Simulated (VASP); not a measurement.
Data:

```xyz
4
Lattice="3.2778 0.0000 0.0000 -1.6389 2.8386 0.0000 0.0000 0.0000 4.1070" Properties=species:S:1:pos:R:3 pbc="T T T"
Al     0.0000     1.8924     3.0803
Al     1.6389     0.9462     1.0268
N      0.0000     1.8924     1.0268
N      1.6389     0.9462     3.0803
```

Method: LDA (Ceperley-Alder, Perdew-Zunger), VASP's LDA PAW potentials (set 64) (plane waves; VASP). Settings: 520 eV cut-off, 9×9×6 Γ-centred mesh, tetrahedra with Blöchl corrections, potentials Al N.

Q: What does the run give for the energy per atom (σ→0), band gap (on the k-mesh) with the smallest direct gap where there is one?

A: 
```yaml
band gap (on the k-mesh): 3.61 eV
smallest direct gap (on the k-mesh): 3.61 eV
energy per atom (σ→0): -8.121 eV/atom
```

Only differences to runs with the same potentials and settings are physical.

The structure comes from a computed database's AlN entry (P6_3/mmc); how it stands against other phases isn't given here. It was relaxed first.
